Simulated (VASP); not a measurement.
Crystal: Sb2TeO5.

```
Sb Te O
1.0
     3.92263    0.00000    0.00000
     0.00000    3.92263    0.00000
     0.00000    0.00000    8.56486
Sb Te O
2 1 5
Direct
  0.00000 0.00000 0.00000
  0.50000 0.50000 0.50000
  0.00000 0.00000 0.50000
  0.00000 0.50000 0.26113
  0.50000 0.00000 0.73887
  0.50000 0.00000 0.26113
  0.00000 0.50000 0.73887
  0.50000 0.50000 0.00000
```

The cell was built by a generator and needn't be a form met in nature.

| Property | Result |
| --- | --- |
| Program | VASP 6.6.1 |
| Task | relaxation of cell and atoms |
| Functional | PBE |
| Potentials or basis | VASP PAW PBE potentials, release 64 (Sb, Te, O) |
| Cutoff | 520 eV |
| k mesh | 4 × 4 × 2 |
| Occupations | gaussian, width 0.15 eV |
| Spin | no spin polarisation |

At the start: pressure -11.3 GPa; volume 16.47 Å³/atom.

Problem. Where does the relaxation end?

Solution. Over 17 steps the energy falls by 716.6 meV/atom and the volume is 14.01 Å³/atom (-15.0 %); space group P4/mmm (No. 123, to 0.05 Å).

Step by step:
| step | energy change (eV) | largest force (eV/Å) | pressure (GPa) | volume (Å³) |
| --- | --- | --- | --- | --- |
| 1 | 0.0000 | 0.9312 | -11.27 | 131.79 |
| 2 | -2.8820 | 1.6227 | -2.61 | 110.42 |
| 3 | 27.3265 | 8.1274 | 356.78 | 55.13 |
| 4 | -2.8452 | 1.4578 | 1.15 | 105.59 |
| 5 | -3.2408 | 1.0505 | 24.24 | 91.32 |
| 6 | -3.3908 | 1.3569 | 12.20 | 97.23 |
| 7 | -4.6372 | 1.1703 | 13.28 | 96.58 |
| 8 | -4.6652 | 0.0196 | 16.27 | 94.82 |
| 9 | -4.8505 | 0.5621 | 14.68 | 95.63 |
| 10 | -5.2955 | 0.6564 | -2.45 | 107.42 |
| 11 | -5.3042 | 0.6450 | -0.95 | 105.82 |
| 12 | -5.4034 | 0.5336 | -0.47 | 106.19 |
| 13 | -5.6217 | 0.1811 | 0.91 | 107.23 |
| 14 | -5.6102 | 0.6037 | 6.35 | 108.84 |
| 15 | -5.6934 | 0.1818 | 3.20 | 108.11 |
| 16 | -5.7276 | 0.0723 | -1.41 | 113.61 |
| 17 | -5.7331 | 0.0057 | -0.41 | 112.05 |

Final structure:
```
Sb Te O
1.0
     4.09114    0.00000    0.00000
     0.00000    4.09114    0.00000
     0.00000    0.00000    6.69434
Sb Te O
2 1 5
Direct
  0.00000 0.00000 0.00000
  0.50000 0.50000 0.50000
  0.00000 0.00000 0.50000
  0.00000 0.50000 0.31049
  0.50000 0.00000 0.68951
  0.50000 0.00000 0.31049
  0.00000 0.50000 0.68951
  0.50000 0.50000 0.00000
```

Caveat: the k mesh is coarse (spacing up to 0.40 Å⁻¹), so the values aren't converged; the relaxation stopped at a loose force limit of 0.08 eV/Å, so its end isn't a converged minimum.
